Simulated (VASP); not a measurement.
**Mg6VCd under changes of volume**

One of the cells (21.635 Å³/atom); the others are scaled copies at fixed shape and fractional positions:

```xyz
8
Lattice="5.0382 0.0000 0.0000 0.0000 3.1394 5.4714 0.0000 -3.1394 5.4714" Properties=species:S:1:pos:R:3 pbc="T T T"
Cd    2.5191    0.0000    7.2856
V     2.5191    0.0000    1.8297
Mg    0.0000    0.0000    9.1167
Mg    0.0000    0.0000    3.5869
Mg    0.0000   -1.6211    6.4147
Mg    0.0000    1.6211    6.4147
Mg    2.5191   -1.5529    4.5615
Mg    2.5191    1.5529    4.5615
```

The cell comes from a database or a generator and needn't be the stable form of this composition.

* Program: VASP 6.6.1
* Functional: PBE
* Potentials or basis: VASP PAW PBE potentials, release 64 (Cd, V_sv, Mg)
* Cutoff: 520 eV
* k mesh: 6 × 5 × 5
* Occupations: fermi-dirac, width 0.05 eV
* Spin: collinear spin, ferromagnetic start
* Starting moments: [0.0, 2.0, 0.0, 0.0, 0.0, 0.0, 0.0, 0.0] μB

| volume (Å³/atom) | energy over the lowest point (meV/atom) | pressure (GPa) | moment (μB per cell) | largest force (eV/Å) |
| --- | --- | --- | --- | --- |
| 19.938 | ? | ? | ? | ? |
| 20.362 | 4.16 | 2.0 | 3.15 | 0.027 |
| 20.786 | 0.31 | 1.0 | 3.21 | 0.024 |
| 21.635 | 0.00 | -0.8 | 3.32 | 0.024 |
| 22.059 | 3.05 | -1.5 | 3.37 | 0.031 |
| 22.483 | 7.98 | -2.2 | 3.42 | 0.038 |

Problem. What does the run at 19.938 Å³/atom give?

Solution. Energy over the lowest point 10.84 meV/atom; pressure 3.1 GPa; moment 3.09 μB per cell; largest force 0.040 eV/Å.

Worked out: A Birch-Murnaghan fit of order 3 (a polynomial in V^(-2/3)) to the other rows has its minimum at 21.23 Å³/atom with B0 = V·E''(V) = 43 GPa and B' = 4.2 at fixed shape and positions, which overstates the stiffness. It gives 10.83 meV/atom at 19.938 Å³/atom, against the run's 10.84, and -dE/dV = 3.1 GPa, against 3.1. A straight line through the other rows of the moment, of slope 0.127 μB per Å³/atom, extrapolates to 3.10 μB, against the run's 3.09.

Energies are extrapolated to zero smearing.
